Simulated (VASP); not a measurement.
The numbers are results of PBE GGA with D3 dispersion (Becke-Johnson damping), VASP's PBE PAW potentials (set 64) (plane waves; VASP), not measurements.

VASP ran on this input.

INCAR:
```
! general
SYSTEM = BN
PREC   = Accurate
ENCUT  = 520
LREAL  = .False.
LASPH  = .True.

! electronic loop
EDIFF  = 1E-6
NELM   = 100
ALGO   = Normal

! smearing
ISMEAR = 0
SIGMA  = 0.05

! functional
GGA    = PE
IVDW   = 12

! ions
IBRION = 2
NSW    = 60
ISIF   = 3
EDIFFG = -0.01

! output
LWAVE  = .False.
LCHARG = .False.
```

KPOINTS:
```
Automatic mesh
0
Gamma
11 11 11
0 0 0
```

### POSCAR
```
BN
1
    0.0000000000     1.8075000000     1.8075000000
    1.8075000000     0.0000000000     1.8075000000
    1.8075000000     1.8075000000     0.0000000000
B N
1 1
Direct
  0.0000000000   0.0000000000   0.0000000000
  0.2500000000   0.2500000000   0.2500000000
```

POTCAR, in this order: B N (PBE.64 set). Program: vasp_std.

What VASP printed:

### OSZICAR
```
       N       E                     dE             d eps       ncg     rms          rms(c)
DAV:   1     0.951533785944E+01    0.95153E+01   -0.53828E+03   960   0.101E+03
DAV:   2    -0.182155380274E+02   -0.27731E+02   -0.27232E+02  1224   0.173E+02
DAV:   3    -0.184147243354E+02   -0.19919E+00   -0.19919E+00  1040   0.183E+01
DAV:   4    -0.184149087445E+02   -0.18441E-03   -0.18441E-03  1216   0.485E-01
DAV:   5    -0.184149088369E+02   -0.92419E-07   -0.92419E-07   984   0.757E-03    0.670E+00
DAV:   6    -0.175376560068E+02    0.87725E+00   -0.34323E+00  1136   0.136E+01    0.329E+00
DAV:   7    -0.174641381866E+02    0.73518E-01   -0.95043E-02  1160   0.301E+00    0.191E+00
DAV:   8    -0.174495041164E+02    0.14634E-01   -0.41650E-02  1024   0.187E+00    0.193E-01
DAV:   9    -0.174497197214E+02   -0.21560E-03   -0.56108E-04   920   0.257E-01    0.760E-02
DAV:  10    -0.174497948458E+02   -0.75124E-04   -0.13741E-04  1272   0.119E-01    0.155E-02
DAV:  11    -0.174497995534E+02   -0.47076E-05   -0.76091E-06  1024   0.271E-02    0.679E-03
DAV:  12    -0.174497995540E+02   -0.60334E-09   -0.12979E-06   472   0.964E-03
   1 F= -.17868166E+02 E0= -.17868166E+02  d E =-.178682E+02
       N       E                     dE             d eps       ncg     rms          rms(c)
DAV:   1    -0.174470770805E+02    0.27225E-02   -0.84861E-02   960   0.303E+00    0.376E-01
DAV:   2    -0.174445732749E+02    0.25038E-02   -0.11512E-02  1008   0.838E-01    0.102E-01
DAV:   3    -0.174444586561E+02    0.11462E-03   -0.32910E-04  1048   0.186E-01    0.425E-02
DAV:   4    -0.174444230366E+02    0.35620E-04   -0.50489E-05  1032   0.655E-02    0.117E-02
DAV:   5    -0.174444228487E+02    0.18788E-06   -0.19060E-06   816   0.116E-02
   2 F= -.17868154E+02 E0= -.17868154E+02  d E =0.120611E-04
       N       E                     dE             d eps       ncg     rms          rms(c)
DAV:   1    -0.174483603859E+02   -0.39373E-02   -0.21106E-02   952   0.150E+00    0.188E-01
DAV:   2    -0.174477303609E+02    0.63003E-03   -0.29110E-03  1000   0.421E-01    0.508E-02
DAV:   3    -0.174477010646E+02    0.29296E-04   -0.81018E-05  1048   0.926E-02    0.212E-02
DAV:   4    -0.174476910193E+02    0.10045E-04   -0.12751E-05  1032   0.328E-02    0.581E-03
DAV:   5    -0.174476906852E+02    0.33408E-06   -0.47696E-07   480   0.585E-03
   3 F= -.17868728E+02 E0= -.17868728E+02  d E =-.561822E-03
```

**OUTCAR**
```
------------------------ aborting loop because EDIFF is reached ----------------------------------------
 Edisp (eV)   -0.42104
  FORCE on cell =-STRESS in cart. coord.  units (eV):
  Direction    XX          YY          ZZ          XY          YZ          ZX
  --------------------------------------------------------------------------------------
  Total       0.00066     0.00066     0.00066    -0.00000     0.00000    -0.00000
  in kB       0.09011     0.09011     0.09011    -0.00000     0.00000    -0.00000
  external pressure =        0.09 kB  Pullay stress =        0.00 kB
  volume of cell :       11.74
      direct lattice vectors                 reciprocal lattice vectors
     0.000000000  1.803672837  1.803672837    -0.277212136  0.277212136  0.277212136
     1.803672837 -0.000000000  1.803672837     0.277212136 -0.277212136  0.277212136
     1.803672837  1.803672837 -0.000000000     0.277212136  0.277212136 -0.277212136
  FREE ENERGIE OF THE ION-ELECTRON SYSTEM (eV)
  ---------------------------------------------------
  free  energy   TOTEN  =       -17.8687280934 eV

  energy  without entropy=      -17.8687280934  energy(sigma->0) =      -17.86872809

 reached required accuracy - stopping structural energy minimisation
```
(Selected blocks of OUTCAR.)

**CONTCAR**
```
BN
   1.00000000000000
     0.0000000000000000    1.8036728370756798    1.8036728370756798
     1.8036728370756798   -0.0000000000000000    1.8036728370756798
     1.8036728370756798    1.8036728370756798   -0.0000000000000000
  B               N
     1     1
Direct
     0.0000000000000000    0.0000000000000000    0.0000000000000000
     0.2500000000000000    0.2500000000000000    0.2500000000000000
```

The compound is BN in the zinc blende structure. This run relaxes it. Symmetry was kept, so distortions that lower it aren't found.
